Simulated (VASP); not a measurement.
Cu:

```
CELL_PARAMETERS angstrom
0.00000 1.80750 1.80750
1.80750 0.00000 1.80750
1.80750 1.80750 0.00000
ATOMIC_POSITIONS crystal
Cu 0.00000 0.00000 0.00000
```

```yaml
Program: VASP 6.6.1
Task: relaxation of cell and atoms
Functional: PBE
Potentials_or_basis: VASP PAW PBE potentials, release 64 (Cu)
Cutoff: 520 eV
k_mesh: 6 × 6 × 6
Occupations: gaussian, width 0.1 eV
Spin: no spin polarisation
```

At the start: pressure 3.8 GPa; volume 11.81 Å³/atom.

Where does the relaxation end?

Over 9 steps the energy falls by 2.9 meV/atom and the volume is 12.09 Å³/atom (+2.4 %); space group Fm-3m (No. 225, to 0.05 Å).

The path:
| step | energy change (eV) | largest force (eV/Å) | pressure (GPa) | volume (Å³) |
| --- | --- | --- | --- | --- |
| 1 | 0.0000 | 0.0000 | 3.77 | 11.81 |
| 2 | -0.0015 | 0.0000 | -2.36 | 12.29 |
| 3 | -0.0029 | 0.0000 | 0.18 | 12.08 |
| 4 | -0.0029 | 0.0000 | -0.06 | 12.10 |
| 5 | -0.0029 | 0.0000 | 0.14 | 12.09 |
| 6 | -0.0029 | 0.0000 | -0.11 | 12.09 |
| 7 | -0.0029 | 0.0000 | 0.31 | 12.09 |
| 8 | -0.0029 | 0.0000 | 0.03 | 12.09 |
| 9 | -0.0029 | 0.0000 | 0.00 | 12.09 |

Final structure:
```
Cu
1.0
     0.00000    1.82167    1.82167
     1.82167    0.00000    1.82167
     1.82167    1.82167    0.00000
Cu
1
Direct
  0.00000 0.00000 0.00000
```

Caveat: the k mesh is coarse (spacing up to 0.50 Å⁻¹), so the values aren't converged.
